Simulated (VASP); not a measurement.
The input files of a VASP run:

File POSCAR:
```
Sb
1
    3.9573420000    -2.1550000000     0.0000000000
    3.9573420000     2.1550000000     0.0000000000
    2.7838200000     0.0000000000     3.5432930000
Sb
2
Direct
  0.2335000000   0.2335000000   0.2335000000
  0.7665000000   0.7665000000   0.7665000000
```

KPOINTS:
```
Automatic mesh
0
Gamma
8 8 8
0 0 0
```

### INCAR
```
SYSTEM = Sb
PREC = Accurate
ENCUT = 400
EDIFF = 1E-6
NELM = 100
ALGO = Normal
LREAL = .FALSE.
LASPH = .TRUE.
ISMEAR = 1
SIGMA = 0.1
GGA = PE
LMAXMIX = 4
LWAVE = .FALSE.
LCHARG = .FALSE.
ISIF = 2
ICHARG = 11
```

POTCAR, in this order: Sb (PBE.64 set). Program: vasp_std.

What VASP printed:

standard output:
```
 POSCAR found type information on POSCAR Sb
 POSCAR found :  1 types and       2 ions
 Reading from existing POTCAR
 Reading from existing POTCAR
 LDA part: xc-table for (Slater+PW92), standard interpolation
 WARNING: stress and forces are not correct
 POSCAR, INCAR and KPOINTS ok, starting setup
 WAVECAR not read
 WARNING: CHGCAR is incomplete

 -----------------------------------------------------------------------------
|                                                                             |
|     EEEEEEE  RRRRRR   RRRRRR   OOOOOOO  RRRRRR      ###     ###     ###     |
|     E        R     R  R     R  O     O  R     R     ###     ###     ###     |
|     E        R     R  R     R  O     O  R     R     ###     ###     ###     |
|     EEEEE    RRRRRR   RRRRRR   O     O  RRRRRR       #       #       #      |
|     E        R   R    R   R    O     O  R   R                               |
|     E        R    R   R    R   O     O  R    R      ###     ###     ###     |
|     EEEEEEE  R     R  R     R  OOOOOOO  R     R     ###     ###     ###     |
|                                                                             |
|     ICHARG>10                                                               |
|                                                                             |
|       ---->  I REFUSE TO CONTINUE WITH THIS SICK JOB ... BYE!!! <----       |
|                                                                             |
 -----------------------------------------------------------------------------
```

Problem. Read the log: what went wrong, and how is it fixed?

Solution. The cause: ICHARG = 11 asks for a fixed density, but there is no CHGCAR. VASP stops with an error: ERROR: charge density could not be read from file CHGCAR for ICHARG>10 ----> I REFUSE TO CONTINUE WITH THIS SICK JOB ... BYE!!! <---- To mend it, run self-consistently first and keep its CHGCAR, or remove ICHARG. The plain static run on this cell (PBE GGA, plane waves, VASP's PBE PAW potentials (set 64)) converges, and its OSZICAR ends with
```
   1 F= -.82567256E+01 E0= -.82566474E+01  d E =-.234600E-03
```

The compound is Sb in the a7 structure. The cell was not relaxed at this level.
